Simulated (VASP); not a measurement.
Level of theory: vdW-DF-cx, VASP's PBE PAW potentials (set 64) (plane waves; VASP).

VASP ran on this input.

### KPOINTS
```
Regular mesh
0
Gamma
  6 6 4
0 0 0
```

File POSCAR:
```
Te
1
    2.2138388811    -3.8344811390     0.0000000000
    2.2138388811     3.8344811390     0.0000000000
    0.0000000000     0.0000000000     6.1253068037
Te
3
Direct
  1.0000000000   0.2807477902   0.6666670000
  0.7192522098   0.7192522098   0.0000000000
  0.2807477902   1.0000000000   0.3333330000
```

INCAR:
```
AGGAC = 0.0
ALGO = Normal
EDIFF = 1E-7
EDIFFG = -0.01
ENCUT = 520
GGA = CX
IBRION = 2
ISIF = 4
ISMEAR = 0
LASPH = .TRUE.
LCHARG = .FALSE.
LMAXMIX = 4
LREAL = .FALSE.
LUSE_VDW = .TRUE.
LWAVE = .FALSE.
NELM = 100
NSW = 30
PREC = Accurate
SIGMA = 0.05
SYSTEM = Te
```

POTCAR, in this order: Te (PBE.64 set). Program: vasp_std.

Unless said otherwise, spin-orbit coupling is left out, though it shifts the bands of the heavy elements here.

Problem. What does the run give for the energy per atom (σ→0), band gap (on the k-mesh)?

Solution. 
- energy per atom (σ→0) = -131.4 kJ/mol-atom
- band gap (on the k-mesh) = 0.14 eV

**OSZICAR**
```
...
DAV:   1    -0.408504829640E+01   -0.16842E-03   -0.26007E-02   624   0.942E-01    0.785E-02
DAV:   2    -0.408505978920E+01   -0.11493E-04   -0.10445E-03   689   0.200E-01    0.399E-02
DAV:   3    -0.408503379955E+01    0.25990E-04   -0.49980E-05   714   0.484E-02    0.155E-02
DAV:   4    -0.408503359928E+01    0.20027E-06   -0.11932E-05   694   0.210E-02    0.465E-03
DAV:   5    -0.408503386274E+01   -0.26346E-06   -0.70165E-07   649   0.537E-03    0.405E-03
DAV:   6    -0.408503406632E+01   -0.20358E-06   -0.13005E-07   432   0.286E-03    0.112E-03
DAV:   7    -0.408503408474E+01   -0.18422E-07   -0.45434E-08   312   0.164E-03
   7 F= -.40850341E+01 E0= -.40849476E+01  d E =-.381448E-03
```

The compound is Te in the trig structure. This cell is one point of a volume scan, at 1.06 of the reference volume. Symmetry was kept, so distortions that lower it aren't found.
